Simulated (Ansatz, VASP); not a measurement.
BeAs in VASP and in Ansatz

```xyz
2
Lattice="1.6778 0.9687 2.8882 -1.6778 0.9687 2.8882 0.0000 -1.9373 2.8882" Properties=species:S:1:pos:R:3 pbc="T T T"
Be    0.0000    0.0000    4.3323
As    0.0000    0.0000    0.0000
```

Alike in both runs: task relaxation of cell and atoms; functional PBE; k mesh 21 × 21 × 21; occupations gaussian, width 0.1 eV; no spin polarisation.

```csv
,VASP,Ansatz
version,VASP 6.6.1,Ansatz 0.2.0
potentials or method,"VASP PAW PBE potentials, release 64 (Be, As)","scalar-relativistic, plane waves, PAW"
plane-wave cutoff (eV),600,420
valence electrons in the cell,7,17
```

Ansatz gave:

* gap on the k mesh at the Fermi level, each at its own relaxed structure (eV): none
* relaxed volume (Å³/atom): 14.08
* relaxed cell length with the largest relative difference (Å): 3.414
* energy change over the relaxation (meV/atom): -4

**Question.** What did VASP give for the same quantities?

**Answer.** gap on the k mesh at the Fermi level, each at its own relaxed structure (eV): none; relaxed volume (Å³/atom): 14.11; relaxed cell length with the largest relative difference (Å): 3.423; energy change over the relaxation (meV/atom): -4.

A gap of «none» marks a metal or a gap that the smearing closes. The two sets of potentials don't hold the same shells in valence.
